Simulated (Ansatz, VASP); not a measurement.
# Sn in two plane-wave programs, part 2 of 5

Aim: how closely do two programs agree when they are given the same cell, functional and k mesh? Of the first pair: The structure shown is the start of the Ansatz relaxation below; VASP solves that cell, so the two are compared at the walk's first step.

VASP 6.6.1 and Ansatz 0.2.0.

So far: The structure; Ansatz: relaxation, PBEsol.

### Step 3. VASP: single point, PBEsol, start cell, pair 1

Level of this step: PBEsol; plane waves and PAW (Sn_d) (VASP).

The same cell, functional, mesh and smearing now go to VASP, with its own data sets.

Lines of VASP's logs that name or quote its potential files are left out, and so is its time.

File INCAR:

```
SYSTEM = Sn
PREC = Accurate
ENCUT = 400
EDIFF = 1E-06
NELM = 120
ISMEAR = 0
SIGMA = 0.015
LREAL = .FALSE.
ALGO = Normal
GGA = PS
NBANDS = 20
LORBIT = 11
LWAVE = .FALSE.
LCHARG = .FALSE.
ISIF = 2
ISYM = 2
LASPH = .TRUE.
GGA_COMPAT = .FALSE.
KPAR = 2
```

File POSCAR:

```
Sn
1.0
   -0.0163480000      3.2533190000      3.2696670000
    3.2533190000     -0.0163480000      3.2696670000
    3.2369710000      3.2369710000      0.0000000000
Sn
2
Direct
    0.4999382200      0.4999382200      0.4999382077
    0.7500618565      0.7500618565      0.7500615614
```

File KPOINTS:

```
Points of the shifted mesh
1728
Reciprocal
 0.0416666667  0.0416666667  0.0416666667 1
 0.0416666667  0.0416666667  0.1250000000 1
 0.0416666667  0.0416666667  0.2083333333 1
 0.0416666667  0.0416666667  0.2916666667 1
 0.0416666667  0.0416666667  0.3750000000 1
 0.0416666667  0.0416666667  0.4583333333 1
 0.0416666667  0.0416666667  0.5416666667 1
 0.0416666667  0.0416666667  0.6250000000 1
 0.0416666667  0.0416666667  0.7083333333 1
 0.0416666667  0.0416666667  0.7916666667 1
 0.0416666667  0.0416666667  0.8750000000 1
 0.0416666667  0.0416666667  0.9583333333 1
 0.0416666667  0.1250000000  0.0416666667 1
 0.0416666667  0.1250000000  0.1250000000 1
 0.0416666667  0.1250000000  0.2083333333 1
 0.0416666667  0.1250000000  0.2916666667 1
 0.0416666667  0.1250000000  0.3750000000 1
 0.0416666667  0.1250000000  0.4583333333 1
 0.0416666667  0.1250000000  0.5416666667 1
 0.0416666667  0.1250000000  0.6250000000 1
 0.0416666667  0.1250000000  0.7083333333 1
 0.0416666667  0.1250000000  0.7916666667 1
 0.0416666667  0.1250000000  0.8750000000 1
 0.0416666667  0.1250000000  0.9583333333 1
 0.0416666667  0.2083333333  0.0416666667 1
 0.0416666667  0.2083333333  0.1250000000 1
 0.0416666667  0.2083333333  0.2083333333 1
 0.0416666667  0.2083333333  0.2916666667 1
 0.0416666667  0.2083333333  0.3750000000 1
 0.0416666667  0.2083333333  0.4583333333 1
 0.0416666667  0.2083333333  0.5416666667 1
 0.0416666667  0.2083333333  0.6250000000 1
 0.0416666667  0.2083333333  0.7083333333 1
 0.0416666667  0.2083333333  0.7916666667 1
 0.0416666667  0.2083333333  0.8750000000 1
 0.0416666667  0.2083333333  0.9583333333 1
 0.0416666667  0.2916666667  0.0416666667 1
 0.0416666667  0.2916666667  0.1250000000 1
 0.0416666667  0.2916666667  0.2083333333 1
 0.0416666667  0.2916666667  0.2916666667 1
 0.0416666667  0.2916666667  0.3750000000 1
 0.0416666667  0.2916666667  0.4583333333 1
 0.0416666667  0.2916666667  0.5416666667 1
 0.0416666667  0.2916666667  0.6250000000 1
 0.0416666667  0.2916666667  0.7083333333 1
 0.0416666667  0.2916666667  0.7916666667 1
 0.0416666667  0.2916666667  0.8750000000 1
 0.0416666667  0.2916666667  0.9583333333 1
 0.0416666667  0.3750000000  0.0416666667 1
 0.0416666667  0.3750000000  0.1250000000 1
 0.0416666667  0.3750000000  0.2083333333 1
 0.0416666667  0.3750000000  0.2916666667 1
 0.0416666667  0.3750000000  0.3750000000 1
 0.0416666667  0.3750000000  0.4583333333 1
 0.0416666667  0.3750000000  0.5416666667 1
 0.0416666667  0.3750000000  0.6250000000 1
 0.0416666667  0.3750000000  0.7083333333 1
 0.0416666667  0.3750000000  0.7916666667 1
 0.0416666667  0.3750000000  0.8750000000 1
 0.0416666667  0.3750000000  0.9583333333 1
 0.0416666667  0.4583333333  0.0416666667 1
 0.0416666667  0.4583333333  0.1250000000 1
 0.0416666667  0.4583333333  0.2083333333 1
 0.0416666667  0.4583333333  0.2916666667 1
 0.0416666667  0.4583333333  0.3750000000 1
 0.0416666667  0.4583333333  0.4583333333 1
 0.0416666667  0.4583333333  0.5416666667 1
 0.0416666667  0.4583333333  0.6250000000 1
 0.0416666667  0.4583333333  0.7083333333 1
 0.0416666667  0.4583333333  0.7916666667 1
 0.0416666667  0.4583333333  0.8750000000 1
 0.0416666667  0.4583333333  0.9583333333 1
 0.0416666667  0.5416666667  0.0416666667 1
 0.0416666667  0.5416666667  0.1250000000 1
 0.0416666667  0.5416666667  0.2083333333 1
 0.0416666667  0.5416666667  0.2916666667 1
 0.0416666667  0.5416666667  0.3750000000 1
 0.0416666667  0.5416666667  0.4583333333 1
 0.0416666667  0.5416666667  0.5416666667 1
 0.0416666667  0.5416666667  0.6250000000 1
 0.0416666667  0.5416666667  0.7083333333 1
 0.0416666667  0.5416666667  0.7916666667 1
 0.0416666667  0.5416666667  0.8750000000 1
 0.0416666667  0.5416666667  0.9583333333 1
 0.0416666667  0.6250000000  0.0416666667 1
 0.0416666667  0.6250000000  0.1250000000 1
 0.0416666667  0.6250000000  0.2083333333 1
 0.0416666667  0.6250000000  0.2916666667 1
 0.0416666667  0.6250000000  0.3750000000 1
 0.0416666667  0.6250000000  0.4583333333 1
 0.0416666667  0.6250000000  0.5416666667 1
 0.0416666667  0.6250000000  0.6250000000 1
 0.0416666667  0.6250000000  0.7083333333 1
 0.0416666667  0.6250000000  0.7916666667 1
 0.0416666667  0.6250000000  0.8750000000 1
 0.0416666667  0.6250000000  0.9583333333 1
 0.0416666667  0.7083333333  0.0416666667 1
 0.0416666667  0.7083333333  0.1250000000 1
 0.0416666667  0.7083333333  0.2083333333 1
 0.0416666667  0.7083333333  0.2916666667 1
 0.0416666667  0.7083333333  0.3750000000 1
 0.0416666667  0.7083333333  0.4583333333 1
 0.0416666667  0.7083333333  0.5416666667 1
 0.0416666667  0.7083333333  0.6250000000 1
 0.0416666667  0.7083333333  0.7083333333 1
 0.0416666667  0.7083333333  0.7916666667 1
 0.0416666667  0.7083333333  0.8750000000 1
 0.0416666667  0.7083333333  0.9583333333 1
 0.0416666667  0.7916666667  0.0416666667 1
 0.0416666667  0.7916666667  0.1250000000 1
 0.0416666667  0.7916666667  0.2083333333 1
 0.0416666667  0.7916666667  0.2916666667 1
[... 1390 lines left out ...]
 0.8750000000  0.4583333333  0.1250000000 1
 0.8750000000  0.4583333333  0.2083333333 1
 0.8750000000  0.4583333333  0.2916666667 1
 0.8750000000  0.4583333333  0.3750000000 1
 0.8750000000  0.4583333333  0.4583333333 1
 0.8750000000  0.4583333333  0.5416666667 1
 0.8750000000  0.4583333333  0.6250000000 1
 0.8750000000  0.4583333333  0.7083333333 1
 0.8750000000  0.4583333333  0.7916666667 1
 0.8750000000  0.4583333333  0.8750000000 1
 0.8750000000  0.4583333333  0.9583333333 1
 0.8750000000  0.5416666667  0.0416666667 1
 0.8750000000  0.5416666667  0.1250000000 1
 0.8750000000  0.5416666667  0.2083333333 1
 0.8750000000  0.5416666667  0.2916666667 1
 0.8750000000  0.5416666667  0.3750000000 1
 0.8750000000  0.5416666667  0.4583333333 1
 0.8750000000  0.5416666667  0.5416666667 1
 0.8750000000  0.5416666667  0.6250000000 1
 0.8750000000  0.5416666667  0.7083333333 1
 0.8750000000  0.5416666667  0.7916666667 1
 0.8750000000  0.5416666667  0.8750000000 1
 0.8750000000  0.5416666667  0.9583333333 1
 0.8750000000  0.6250000000  0.0416666667 1
 0.8750000000  0.6250000000  0.1250000000 1
 0.8750000000  0.6250000000  0.2083333333 1
 0.8750000000  0.6250000000  0.2916666667 1
 0.8750000000  0.6250000000  0.3750000000 1
 0.8750000000  0.6250000000  0.4583333333 1
 0.8750000000  0.6250000000  0.5416666667 1
 0.8750000000  0.6250000000  0.6250000000 1
 0.8750000000  0.6250000000  0.7083333333 1
 0.8750000000  0.6250000000  0.7916666667 1
 0.8750000000  0.6250000000  0.8750000000 1
 0.8750000000  0.6250000000  0.9583333333 1
 0.8750000000  0.7083333333  0.0416666667 1
 0.8750000000  0.7083333333  0.1250000000 1
 0.8750000000  0.7083333333  0.2083333333 1
 0.8750000000  0.7083333333  0.2916666667 1
 0.8750000000  0.7083333333  0.3750000000 1
 0.8750000000  0.7083333333  0.4583333333 1
 0.8750000000  0.7083333333  0.5416666667 1
 0.8750000000  0.7083333333  0.6250000000 1
 0.8750000000  0.7083333333  0.7083333333 1
 0.8750000000  0.7083333333  0.7916666667 1
 0.8750000000  0.7083333333  0.8750000000 1
 0.8750000000  0.7083333333  0.9583333333 1
 0.8750000000  0.7916666667  0.0416666667 1
 0.8750000000  0.7916666667  0.1250000000 1
 0.8750000000  0.7916666667  0.2083333333 1
 0.8750000000  0.7916666667  0.2916666667 1
 0.8750000000  0.7916666667  0.3750000000 1
 0.8750000000  0.7916666667  0.4583333333 1
 0.8750000000  0.7916666667  0.5416666667 1
 0.8750000000  0.7916666667  0.6250000000 1
 0.8750000000  0.7916666667  0.7083333333 1
 0.8750000000  0.7916666667  0.7916666667 1
 0.8750000000  0.7916666667  0.8750000000 1
 0.8750000000  0.7916666667  0.9583333333 1
 0.8750000000  0.8750000000  0.0416666667 1
 0.8750000000  0.8750000000  0.1250000000 1
 0.8750000000  0.8750000000  0.2083333333 1
 0.8750000000  0.8750000000  0.2916666667 1
 0.8750000000  0.8750000000  0.3750000000 1
 0.8750000000  0.8750000000  0.4583333333 1
 0.8750000000  0.8750000000  0.5416666667 1
 0.8750000000  0.8750000000  0.6250000000 1
 0.8750000000  0.8750000000  0.7083333333 1
 0.8750000000  0.8750000000  0.7916666667 1
 0.8750000000  0.8750000000  0.8750000000 1
 0.8750000000  0.8750000000  0.9583333333 1
 0.8750000000  0.9583333333  0.0416666667 1
 0.8750000000  0.9583333333  0.1250000000 1
 0.8750000000  0.9583333333  0.2083333333 1
 0.8750000000  0.9583333333  0.2916666667 1
 0.8750000000  0.9583333333  0.3750000000 1
 0.8750000000  0.9583333333  0.4583333333 1
 0.8750000000  0.9583333333  0.5416666667 1
 0.8750000000  0.9583333333  0.6250000000 1
 0.8750000000  0.9583333333  0.7083333333 1
 0.8750000000  0.9583333333  0.7916666667 1
 0.8750000000  0.9583333333  0.8750000000 1
 0.8750000000  0.9583333333  0.9583333333 1
 0.9583333333  0.0416666667  0.0416666667 1
 0.9583333333  0.0416666667  0.1250000000 1
 0.9583333333  0.0416666667  0.2083333333 1
 0.9583333333  0.0416666667  0.2916666667 1
 0.9583333333  0.0416666667  0.3750000000 1
 0.9583333333  0.0416666667  0.4583333333 1
 0.9583333333  0.0416666667  0.5416666667 1
 0.9583333333  0.0416666667  0.6250000000 1
 0.9583333333  0.0416666667  0.7083333333 1
 0.9583333333  0.0416666667  0.7916666667 1
 0.9583333333  0.0416666667  0.8750000000 1
 0.9583333333  0.0416666667  0.9583333333 1
 0.9583333333  0.1250000000  0.0416666667 1
 0.9583333333  0.1250000000  0.1250000000 1
 0.9583333333  0.1250000000  0.2083333333 1
 0.9583333333  0.1250000000  0.2916666667 1
 0.9583333333  0.1250000000  0.3750000000 1
 0.9583333333  0.1250000000  0.4583333333 1
 0.9583333333  0.1250000000  0.5416666667 1
 0.9583333333  0.1250000000  0.6250000000 1
 0.9583333333  0.1250000000  0.7083333333 1
 0.9583333333  0.1250000000  0.7916666667 1
 0.9583333333  0.1250000000  0.8750000000 1
 0.9583333333  0.1250000000  0.9583333333 1
 0.9583333333  0.2083333333  0.0416666667 1
 0.9583333333  0.2083333333  0.1250000000 1
 0.9583333333  0.2083333333  0.2083333333 1
 0.9583333333  0.2083333333  0.2916666667 1
 0.9583333333  0.2083333333  0.3750000000 1
 0.9583333333  0.2083333333  0.4583333333 1
 0.9583333333  0.2083333333  0.5416666667 1
 0.9583333333  0.2083333333  0.6250000000 1
 0.9583333333  0.2083333333  0.7083333333 1
 0.9583333333  0.2083333333  0.7916666667 1
 0.9583333333  0.2083333333  0.8750000000 1
 0.9583333333  0.2083333333  0.9583333333 1
 0.9583333333  0.2916666667  0.0416666667 1
 0.9583333333  0.2916666667  0.1250000000 1
 0.9583333333  0.2916666667  0.2083333333 1
 0.9583333333  0.2916666667  0.2916666667 1
 0.9583333333  0.2916666667  0.3750000000 1
 0.9583333333  0.2916666667  0.4583333333 1
 0.9583333333  0.2916666667  0.5416666667 1
 0.9583333333  0.2916666667  0.6250000000 1
 0.9583333333  0.2916666667  0.7083333333 1
 0.9583333333  0.2916666667  0.7916666667 1
 0.9583333333  0.2916666667  0.8750000000 1
 0.9583333333  0.2916666667  0.9583333333 1
 0.9583333333  0.3750000000  0.0416666667 1
 0.9583333333  0.3750000000  0.1250000000 1
 0.9583333333  0.3750000000  0.2083333333 1
 0.9583333333  0.3750000000  0.2916666667 1
 0.9583333333  0.3750000000  0.3750000000 1
 0.9583333333  0.3750000000  0.4583333333 1
 0.9583333333  0.3750000000  0.5416666667 1
 0.9583333333  0.3750000000  0.6250000000 1
 0.9583333333  0.3750000000  0.7083333333 1
 0.9583333333  0.3750000000  0.7916666667 1
 0.9583333333  0.3750000000  0.8750000000 1
 0.9583333333  0.3750000000  0.9583333333 1
 0.9583333333  0.4583333333  0.0416666667 1
 0.9583333333  0.4583333333  0.1250000000 1
 0.9583333333  0.4583333333  0.2083333333 1
 0.9583333333  0.4583333333  0.2916666667 1
 0.9583333333  0.4583333333  0.3750000000 1
 0.9583333333  0.4583333333  0.4583333333 1
 0.9583333333  0.4583333333  0.5416666667 1
 0.9583333333  0.4583333333  0.6250000000 1
 0.9583333333  0.4583333333  0.7083333333 1
 0.9583333333  0.4583333333  0.7916666667 1
 0.9583333333  0.4583333333  0.8750000000 1
 0.9583333333  0.4583333333  0.9583333333 1
 0.9583333333  0.5416666667  0.0416666667 1
 0.9583333333  0.5416666667  0.1250000000 1
 0.9583333333  0.5416666667  0.2083333333 1
 0.9583333333  0.5416666667  0.2916666667 1
 0.9583333333  0.5416666667  0.3750000000 1
 0.9583333333  0.5416666667  0.4583333333 1
 0.9583333333  0.5416666667  0.5416666667 1
 0.9583333333  0.5416666667  0.6250000000 1
 0.9583333333  0.5416666667  0.7083333333 1
 0.9583333333  0.5416666667  0.7916666667 1
 0.9583333333  0.5416666667  0.8750000000 1
 0.9583333333  0.5416666667  0.9583333333 1
 0.9583333333  0.6250000000  0.0416666667 1
 0.9583333333  0.6250000000  0.1250000000 1
 0.9583333333  0.6250000000  0.2083333333 1
 0.9583333333  0.6250000000  0.2916666667 1
 0.9583333333  0.6250000000  0.3750000000 1
 0.9583333333  0.6250000000  0.4583333333 1
 0.9583333333  0.6250000000  0.5416666667 1
 0.9583333333  0.6250000000  0.6250000000 1
 0.9583333333  0.6250000000  0.7083333333 1
 0.9583333333  0.6250000000  0.7916666667 1
 0.9583333333  0.6250000000  0.8750000000 1
 0.9583333333  0.6250000000  0.9583333333 1
 0.9583333333  0.7083333333  0.0416666667 1
 0.9583333333  0.7083333333  0.1250000000 1
 0.9583333333  0.7083333333  0.2083333333 1
 0.9583333333  0.7083333333  0.2916666667 1
 0.9583333333  0.7083333333  0.3750000000 1
 0.9583333333  0.7083333333  0.4583333333 1
 0.9583333333  0.7083333333  0.5416666667 1
 0.9583333333  0.7083333333  0.6250000000 1
 0.9583333333  0.7083333333  0.7083333333 1
 0.9583333333  0.7083333333  0.7916666667 1
 0.9583333333  0.7083333333  0.8750000000 1
 0.9583333333  0.7083333333  0.9583333333 1
 0.9583333333  0.7916666667  0.0416666667 1
 0.9583333333  0.7916666667  0.1250000000 1
 0.9583333333  0.7916666667  0.2083333333 1
 0.9583333333  0.7916666667  0.2916666667 1
 0.9583333333  0.7916666667  0.3750000000 1
 0.9583333333  0.7916666667  0.4583333333 1
 0.9583333333  0.7916666667  0.5416666667 1
 0.9583333333  0.7916666667  0.6250000000 1
 0.9583333333  0.7916666667  0.7083333333 1
 0.9583333333  0.7916666667  0.7916666667 1
 0.9583333333  0.7916666667  0.8750000000 1
 0.9583333333  0.7916666667  0.9583333333 1
 0.9583333333  0.8750000000  0.0416666667 1
 0.9583333333  0.8750000000  0.1250000000 1
 0.9583333333  0.8750000000  0.2083333333 1
 0.9583333333  0.8750000000  0.2916666667 1
 0.9583333333  0.8750000000  0.3750000000 1
 0.9583333333  0.8750000000  0.4583333333 1
 0.9583333333  0.8750000000  0.5416666667 1
 0.9583333333  0.8750000000  0.6250000000 1
 0.9583333333  0.8750000000  0.7083333333 1
 0.9583333333  0.8750000000  0.7916666667 1
 0.9583333333  0.8750000000  0.8750000000 1
 0.9583333333  0.8750000000  0.9583333333 1
 0.9583333333  0.9583333333  0.0416666667 1
 0.9583333333  0.9583333333  0.1250000000 1
 0.9583333333  0.9583333333  0.2083333333 1
 0.9583333333  0.9583333333  0.2916666667 1
 0.9583333333  0.9583333333  0.3750000000 1
 0.9583333333  0.9583333333  0.4583333333 1
 0.9583333333  0.9583333333  0.5416666667 1
 0.9583333333  0.9583333333  0.6250000000 1
 0.9583333333  0.9583333333  0.7083333333 1
 0.9583333333  0.9583333333  0.7916666667 1
 0.9583333333  0.9583333333  0.8750000000 1
 0.9583333333  0.9583333333  0.9583333333 1
```

The projector-augmented-wave data sets are Sn_d (PBE family, release 64).

Command:

```sh
$ mpirun -np 2 vasp_std
```

The program printed:

```text
[banner, memory and clock lines left out]
running    2 mpi-ranks, on    1 nodes
 distrk:  each k-point on    1 cores,    2 groups
 distr:  one band on    1 cores,    1 groups

 POSCAR found type information on POSCAR Sn
 POSCAR found :  1 types and       2 ions
|                                                                             |
|               ----> ADVICE to this user running VASP <----                  |
|                                                                             |
|     You enforced a specific xc type in the INCAR file but a different       |
|     [... a line on the potential file left out ...]
|     I HOPE YOU KNOW WHAT YOU ARE DOING!                                     |
|                                                                             |

 LDA part: xc-table for (Slater+PW92), standard interpolation
 POSCAR, INCAR and KPOINTS ok, starting setup
 FFT: planning ... GRIDC
 FFT: planning ... GRID_SOFT
 FFT: planning ... GRID
 WAVECAR not read
 entering main loop
       N       E                     dE             d eps       ncg     rms          rms(c)
DAV:   1     0.207230043468E+03    0.20723E+03   -0.13275E+04 69788   0.175E+03
DAV:   2     0.129380453062E+02   -0.19429E+03   -0.19085E+03 69552   0.402E+02
DAV:   3    -0.790802239776E+01   -0.20846E+02   -0.20741E+02 79468   0.135E+02
DAV:   4    -0.854419028424E+01   -0.63617E+00   -0.63589E+00 77984   0.269E+01
DAV:   5    -0.856534111388E+01   -0.21151E-01   -0.21150E-01 93468   0.469E+00    0.322E+00
DAV:   6    -0.849592521872E+01    0.69416E-01   -0.42866E-02 93000   0.273E+00    0.182E+00
DAV:   7    -0.846258701402E+01    0.33338E-01   -0.54162E-02 78996   0.264E+00    0.166E-01
DAV:   8    -0.846353833171E+01   -0.95132E-03   -0.72687E-03 75792   0.104E+00    0.522E-02
DAV:   9    -0.846378444931E+01   -0.24612E-03   -0.35996E-04 86004   0.157E-01    0.114E-02
DAV:  10    -0.846379774341E+01   -0.13294E-04   -0.19683E-05 79036   0.335E-02    0.515E-03
DAV:  11    -0.846379935733E+01   -0.16139E-05   -0.25689E-06 60592   0.130E-02    0.899E-04
DAV:  12    -0.846379926492E+01    0.92413E-07   -0.30123E-07 49076   0.735E-03
   1 F= -.84637993E+01 E0= -.84637986E+01  d E =-.125935E-05
```

(Part 2 of 5 ends here.)

[Lines on the potential files, build, host, timing and source positions are cut from VASP's logs without a mark.]

[Logs are printed without paths, hosts, clocks, repeated set-up lines and the standing remarks that a program may print on its own settings, such as how far it seeks lower states.]

[Hosts, paths, dates, database ids (printed as entryN), source tags and the programs' standing remarks are cut or masked in the printed files.]
